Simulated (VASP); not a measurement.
The system is C.

```
C
1.0
     2.46100    0.00000    0.00000
    -1.23050    2.13129    0.00000
     0.00000    0.00000    7.37880
C
4
Cartesian
  0.0000 0.0000 1.8447
  0.0000 1.4209 1.8447
  0.0000 0.0000 5.5341
  1.2305 0.7104 5.5341
```

The cell was built by a generator and needn't be a form met in nature.

Base run:

* Program: VASP 6.6.1
* Functional: PBE
* Potentials or basis: VASP PAW PBE potentials, release 64 (C)
* Cutoff: 520 eV
* k mesh: 16 × 16 × 4
* Occupations: fermi-dirac, width 0.05 eV
* Spin: no spin polarisation

Its results: band gap on the k mesh 0.83 eV, direct; pressure 2.4 GPa.

The run is repeated on the same cell with these changes: dispersion from none to D4. What comes out?

Band gap on the k mesh 0.83 eV, direct; pressure -0.3 GPa.

Dispersion adds attraction, which lowers the pressure at fixed volume and, as a term added to the energy, leaves the levels alone.

Caveats: this functional lacks dispersion, which binds the layers, so the pressure and a relaxed spacing across them are unreliable (some runs).

A k mesh can miss the band edges.
